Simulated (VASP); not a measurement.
The system is MgCd2Te3.

```
Mg Cd Te
1.0
     4.63830    0.00000    0.00000
    -2.31915    4.01689    0.00000
     0.00000    0.00000   11.06571
Mg Cd Te
1 2 3
Cartesian
  0.0000 0.0000 5.5329
  0.0000 2.6779 3.8996
  2.3192 1.3390 7.1661
  0.0000 2.6779 8.0574
  2.3192 1.3390 3.0083
  0.0000 0.0000 0.0000
```

The cell was built by a generator and needn't be a form met in nature.

| Property | Result |
| --- | --- |
| Program | VASP 6.6.1 |
| Task | relaxation of cell and atoms |
| Functional | PBE |
| Potentials or basis | VASP PAW PBE potentials, release 64 (Mg, Cd, Te) |
| Cutoff | 520 eV |
| k mesh | 4 × 4 × 2 |
| Occupations | gaussian, width 0.15 eV |
| Spin | no spin polarisation |

At the start: pressure -0.6 GPa; volume 34.36 Å³/atom.

**Question.** How do energy, volume and symmetry change on relaxing?

**Answer.** Over 11 steps the energy falls by 183.4 meV/atom and the volume is 28.59 Å³/atom (-16.8 %); space group P-3m1 (No. 164, to 0.05 Å).

Step by step:
| step | energy change (eV) | largest force (eV/Å) | pressure (GPa) | volume (Å³) |
| --- | --- | --- | --- | --- |
| 1 | 0.0000 | 0.5706 | -0.56 | 206.17 |
| 2 | -0.1180 | 0.5576 | -0.81 | 202.57 |
| 3 | -0.5275 | 0.4348 | -0.68 | 191.36 |
| 4 | -1.0280 | 0.1694 | 1.78 | 167.03 |
| 5 | -1.0782 | 0.1700 | -0.86 | 174.86 |
| 6 | -1.0880 | 0.1518 | -0.14 | 172.52 |
| 7 | -1.0880 | 0.1556 | -0.15 | 172.62 |
| 8 | -1.0853 | 0.1656 | -0.59 | 173.74 |
| 9 | -1.0879 | 0.1527 | -0.09 | 172.74 |
| 10 | -1.0917 | 0.1318 | -0.12 | 172.43 |
| 11 | -1.1005 | 0.0672 | 0.02 | 171.52 |

Final structure:
```cif
data_structure
_symmetry_space_group_name_H-M 'P 1'
_symmetry_Int_Tables_number 1
_cell_length_a 4.9518
_cell_length_b 4.9518
_cell_length_c 8.0770
_cell_angle_alpha 90.000
_cell_angle_beta 90.000
_cell_angle_gamma 120.000
_cell_volume 171.52
loop_
_atom_site_label
_atom_site_type_symbol
_atom_site_fract_x
_atom_site_fract_y
_atom_site_fract_z
_atom_site_occupancy
Mg1 Mg 0.00000 0.00000 0.50000 1
Cd1 Cd 0.33333 0.66667 0.35476 1
Cd2 Cd 0.66667 0.33333 0.64524 1
Te1 Te 0.33333 0.66667 0.75936 1
Te2 Te 0.66667 0.33333 0.24064 1
Te3 Te 0.00000 0.00000 0.00000 1
```

Caveat: the k mesh is coarse (spacing up to 0.39 Å⁻¹), so the values aren't converged; the volume moved by over 15 % at a fixed basis, so the end points are rough.
